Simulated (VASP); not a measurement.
Input:

```xyz
2
Lattice="0.0000 2.9228 2.9228 2.9228 0.0000 2.9228 2.9228 2.9228 0.0000" Properties=species:S:1:pos:R:3 pbc="T T T"
Pb     0.0000     0.0000     0.0000
S      2.9228     2.9228     2.9228
```

Method: LDA (Ceperley-Alder, Perdew-Zunger), VASP's LDA PAW potentials (set 64) (plane waves; VASP 6.6.1). Settings: 400 eV cut-off, 7×7×7 Γ-centred mesh, Gaussian smearing of 0.050 eV, potentials Pb_d S.

Q: Estimate the energy per atom (σ→0).

A: 
energy per atom (σ→0): -5.001 eV/atom

The compound is PbS in the rock salt structure. It was relaxed first. The start is the result of an earlier pass.
